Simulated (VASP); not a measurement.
# ZnO (P6_3mc) in VASP: a series of runs, part 2 of 2

VASP 6.6.1. The steps go on from the part before.

## Step 3: Band structure, LDA

Input file INCAR:

```
SYSTEM = ZnO
ALGO = Fast
EDIFF = 1E-6
ENCUT = 520
GGA = CA
ISIF = 2
ISMEAR = 0
LASPH = .TRUE.
LCHARG = .FALSE.
LREAL = .FALSE.
LWAVE = .FALSE.
NBANDS = 26
NELM = 80
PREC = Accurate
SIGMA = 0.03
```

Input file KPOINTS:

```
k-points
0
G
  9 9 5
  0 0 0
```

Input file POSCAR:

```
ZnO                                     
1.0
    3.2865005557      0.0000000000      0.0000000000
   -1.6432502778      2.8461929680      0.0000000000
    0.0000000000      0.0000000000      5.3003902202
  Zn              O             
     2     2
Direct
     0.3333333300000021    0.6666666699999979    0.4998270304180565
     0.6666666699999979    0.3333333300000021    0.9998270304180565
     0.6666666699999979    0.3333333300000021    0.3791829695819444
     0.3333333300000021    0.6666666699999979    0.8791829695819444
```

KPOINTS_OPT is that of step 2.

Potentials or basis: VASP PAW LDA potentials, release 64 (Zn, O).

Run with:

```bash
$ cat potpaw_LDA.64/Zn/POTCAR potpaw_LDA.64/O/POTCAR > POTCAR
$ mpirun -np 1 vasp_std > vasp.out
```

OUTCAR:

```text
SYSTEM = ZnO
   EDIFF = 1E-6
   ENCUT = 520
   GGA = CA
   ISIF = 2
   ISMEAR = 0
   LASPH = .TRUE.
   LREAL = .FALSE.
   NELM = 80
   PREC = Accurate

 ion  position               nearest neighbor table
   1  0.333  0.667  0.500-   3 2.00   3 2.00   3 2.00   4 2.01
   2  0.667  0.333  1.000-   4 2.00   4 2.00   4 2.00   3 2.01
   3  0.667  0.333  0.379-   1 2.00   1 2.00   1 2.00   2 2.01
   4  0.333  0.667  0.879-   2 2.00   2 2.00   2 2.00   1 2.01

  LATTYP: Found a hexagonal cell.
 ALAT       =     3.2865005557
 C/A-ratio  =     1.6127763043

  Lattice vectors:

 A1 = (   3.2865005557,   0.0000000000,   0.0000000000)
 A2 = (  -1.6432502778,   2.8461929680,   0.0000000000)
 A3 = (   0.0000000000,   0.0000000000,   5.3003902202)

Analysis of symmetry for initial positions (statically):
=====================================================================
 Subroutine PRICEL returns:
 Original cell was already a primitive cell.

 Routine SETGRP: Setting up the symmetry group for a
 hexagonal supercell.
[... 171 lines left out ...]
  free energy    TOTEN  =       -21.01848459 eV

  energy without entropy =      -21.01848459  energy(sigma->0) =      -21.01848459

 E-fermi :   0.6820     XC(G=0): -11.2496

 val. band max:        0.5164067397   @ k =   0.0000   0.0000   0.0000
 cond. band min:       1.1823795132   @ k =   0.0000   0.0000   0.0000
 fundamental gap:      0.6659727736
 Fermi energy:         0.6820115709

 k-point     1 :       0.0000    0.0000    0.0000
  band No.  band energies     occupation
      1     -16.9660      2.00000
      2     -16.2631      2.00000
      3      -5.0742      2.00000
      4      -5.0742      2.00000
      5      -5.0331      2.00000
      6      -4.8964      2.00000
[... 685 lines left out ...]
     25      13.6757      0.00000
     26      14.5495      0.00000

 [... further k-points ...]

------------------------ aborting loop because EDIFF is reached ----------------------------------------

  FORCE on cell =-STRESS in cart. coord.  units (eV):
  Direction    XX          YY          ZZ          XY          YZ          ZX
  --------------------------------------------------------------------------------------
  -------------------------------------------------------------------------------------
  Total       -3.4508946     -3.4508946     -3.3781831     -0.0000000      0.0000000      0.0000000
  in kB     -111.5157930   -111.5157928   -109.1661203     -0.0000000      0.0000000      0.0000000
  external PRESSURE =    -110.7325687 kB  Pullay stress =       0.0000000 kB

 VOLUME and BASIS-vectors are now :
 -----------------------------------------------------------------------------
  energy-cutoff  :      520.00
  volume of cell :       49.58
      direct lattice vectors                 reciprocal lattice vectors
     3.286500556  0.000000000  0.000000000     0.304275013  0.175673261  0.000000000
    -1.643250278  2.846192968  0.000000000     0.000000000  0.351346522  0.000000000
     0.000000000  0.000000000  5.300390220     0.000000000  0.000000000  0.188665355

 POSITION                                       TOTAL-FORCE (eV/Angst)
 -----------------------------------------------------------------------------------
     -0.00000      1.89746      2.64928        -0.000000     -0.000000      0.006825
      1.64325      0.94873      5.29947         0.000000      0.000000      0.006825
      1.64325      0.94873      2.00982         0.000000      0.000000     -0.006825
     -0.00000      1.89746      4.66001        -0.000000      0.000000     -0.006825
 -----------------------------------------------------------------------------------
    total drift:                                0.000003     -0.000004     -0.000324

  FREE ENERGIE OF THE ION-ELECTRON SYSTEM (eV)
  ---------------------------------------------------
  free  energy   TOTEN  =       -21.0184845896 eV

  energy  without entropy=      -21.0184845896  energy(sigma->0) =      -21.01848459
```

It took 34 s on 1 thread of Intel Xeon 6975P-C (Granite Rapids), shared host; peak memory 0.18 GiB.

What came out:

```
Free energy             : -21.0185 eV
Pressure                : -11.1 GPa
Largest force           : 0.007 eV/Å
Band gap on the k mesh  : 0.67 eV, direct
Band gap along the path : 0.67 eV, direct
```

Forces in eV/Å, atoms in the order of the input:
```
Zn   0.000  0.000  0.007
Zn   0.000  0.000  0.007
O    0.000  0.000 -0.007
O    0.000  0.000 -0.007
```

Levels at the corners of the path, in eV from the valence-band top:
```csv
point,band 16,band 17,band 18,band 19,band 20,band 21
Γ,-0.08,0.00,0.00,0.67,4.94,7.92
M,-2.15,-1.25,-0.80,5.50,6.65,7.36
M,-2.15,-1.25,-0.80,5.50,6.65,7.36
K,-1.86,-1.86,-1.67,7.34,7.34,7.48
K,-1.86,-1.86,-1.67,7.34,7.34,7.48
Γ,-0.08,0.00,0.00,0.67,4.94,7.92
Γ,-0.08,0.00,0.00,0.67,4.94,7.92
A,-0.37,-0.37,-0.37,3.28,3.28,9.71
A,-0.37,-0.37,-0.37,3.28,3.28,9.71
L,-1.44,-1.32,-1.32,5.49,5.49,8.07
L,-1.44,-1.32,-1.32,5.49,5.49,8.07
H,-2.62,-1.18,-1.18,7.62,7.62,7.78
H,-2.62,-1.18,-1.18,7.62,7.62,7.78
A,-0.37,-0.37,-0.37,3.28,3.28,9.71
L,-1.44,-1.32,-1.32,5.49,5.49,8.07
M,-2.15,-1.25,-0.80,5.50,6.65,7.36
K,-1.86,-1.86,-1.67,7.34,7.34,7.48
H,-2.62,-1.18,-1.18,7.62,7.62,7.78
```

## Step 4: Comparison with measurements

Step 2. Against the measured gap of ZnO, 3.37 eV (quoted in “Electronic structure of alkaline earth and post-transition metal oxides”, 2009, arxiv:0908.1581), the calculated 2.53 eV is off by -0.84 eV. The value is that of TB-mBJ, without temperature or zero-point motion.

Step 3. Measured gap of ZnO: 3.37 eV (quoted in “Electronic structure of alkaline earth and post-transition metal oxides”, 2009, arxiv:0908.1581). This calculation gives 0.67 eV (-2.70 eV). So large a miss can be the level of theory's own, or it may mean another phase, state or a wrong row. The value is that of LDA, without temperature or zero-point motion. Semilocal functionals fall short of measured gaps as a rule.
